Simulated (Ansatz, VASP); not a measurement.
**One calculation of InRu2, two programs**

```
In Ru
1.0
     2.80690    0.00000    0.00000
    -1.40345    2.43085    0.00000
     0.00000    0.00000   13.33816
In Ru
1 2
Direct
  0.00000 0.00000 0.00000
  0.33333 0.66667 0.82962
  0.33333 0.66667 0.17038
```

Change from the starting cell: species swapped into the Te2Mo type (P-6m2, No. 187).

Alike in both runs: task single point; functional PBE; k mesh 6 × 6 × 2; occupations gaussian, width 0.1 eV; collinear spin.

|  | VASP | Ansatz |
| --- | --- | --- |
| version | VASP 6.6.1 | Ansatz 0.2.0 |
| potentials or method | VASP PAW PBE potentials, release 64 (In_d, Ru_pv) | scalar-relativistic, plane waves, PAW |
| plane-wave cutoff (eV) | 520 | 420 |
| valence electrons in the cell | 41 | 45 |

|  | VASP | Ansatz | Ansatz less VASP |
| --- | --- | --- | --- |
| gap on the k mesh at the Fermi level (eV) | none | none | - |
| rms of the force components (eV/Å) | 0.021 | 0.015 | -0.0066 |
| net moment per atom (μB) | 0.23 | 0.23 | +0.003 |
| size of the moment on the site where the two differ most (μB) | 0.33 | 0.33 | -0.003 |

Site moments also hang on the region over which each program counts them. Atom by atom the forces differ by 0.007 eV/Å (rms over components). A gap of «none» marks a metal or a gap that the smearing closes. The two sets of potentials don't hold the same shells in valence.

Caveats: the k mesh is coarse (spacing up to 0.43 Å⁻¹), so the values aren't converged.
